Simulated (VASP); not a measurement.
Here is the system:

```
CELL_PARAMETERS angstrom
      2.16703     1.25113    14.10850
     -2.16703     1.25113    14.10850
      0.00000    -2.50226    14.10850
ATOMIC_POSITIONS crystal
  Ge 0.00000 0.00000 0.00000
  Sb 0.42730 0.42730 0.42730
  Sb 0.57270 0.57270 0.57270
  Te 0.13270 0.13270 0.13270
  Te 0.86730 0.86730 0.86730
  Te 0.28980 0.28980 0.28980
  Te 0.71020 0.71020 0.71020
```

All values below come from PBE GGA, VASP's PBE PAW potentials (set 64) (plane waves; VASP 6.6.1). Numerical set-up: 300 eV cut-off, 3×3×3 Γ-centred mesh, Gaussian smearing of 0.050 eV, potentials Ge_d Sb Te.

At this cut-off the stress carries a Pulay error, which pulls relaxed volumes low.

Task: Estimate the energy per atom (σ→0), pressure, largest force.

Result: 
```
Property                                Value
---------------------  ----------------------
energy per atom (σ→0)  -358.6 kJ/mol of atoms
pressure                            -1.22 GPa
largest force                      0.434 eV/Å
```

Only differences to runs with the same potentials and settings are physical.

The structure was generated: GeSb2Te4 was put into an ordered model structure, which need not be its known phase. The cell was not relaxed at this level. The k-mesh is coarse (spacing up to 0.56 per Å, 2π included), so the numbers may not be converged in it.
